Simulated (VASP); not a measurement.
A run of VASP 6.6.1 is set up as follows.

File POSCAR:

```
Ba2SO
1.0
    4.1079861927      0.0000000000      0.0000000000
    0.0000000000      4.1079861927      0.0000000000
    0.0000000000      0.0000000000      6.0775336431
O Ba S
1 2 1
Direct
    0.0000000000      0.0000000000      0.0000000000
    0.0000000000      0.0000000000      0.5000000000
    0.5000000000      0.5000000000      0.0000000000
    0.5000000000      0.5000000000      0.5000000000
```

Contents of INCAR.step1:

```
SYSTEM = Ba2SO
PREC = Accurate
ENCUT = 520
ISMEAR = 0
SIGMA = 0.01
LREAL = .False.
LASPH = .True.
NELM = 100
NBANDS = 24
GGA = PE
ALGO = Normal
EDIFF = 1E-4
LWAVE = .True.
LCHARG = .False.
```

Contents of INCAR.step2:

```
SYSTEM = Ba2SO
PREC = Accurate
ENCUT = 520
EDIFF = 1E-6
ISMEAR = 0
SIGMA = 0.01
LREAL = .False.
LASPH = .True.
NELM = 100
ALGO = Normal
ISIF = 2
LWAVE = .False.
LCHARG = .False.
METAGGA = R2SCAN
LMIXTAU = .True.
NBANDS = 24
ISTART = 1
```

KPOINTS

```
regular mesh
0
Gamma
  6 6 4
  0 0 0
```

Potentials or basis: VASP PAW PBE potentials, release 64 (O, Ba_sv, S).

Run with:

```bash
$ cat potpaw_PBE.64/O/POTCAR potpaw_PBE.64/Ba_sv/POTCAR potpaw_PBE.64/S/POTCAR > POTCAR
$ cp INCAR.step1 INCAR
$ mpirun -np 1 vasp_std > vasp.out
$ cp INCAR.step2 INCAR
$ mpirun -np 1 vasp_std > vasp.out
```

Predict the pressure.

7.1 GPa.

Predict the band gap on the k mesh.

1.76 eV, indirect (least direct gap 1.78 eV).

Stress tensor (GPa, compression positive):
```
9.11 0.00 0.00
0.00 9.11 0.00
0.00 0.00 3.07
```

Caveat: the PAW data sets were made with another functional, which shifts forces and pressure a little; spin-orbit coupling is left out, which moves the levels of the heavy elements. A k mesh can miss the band edges.
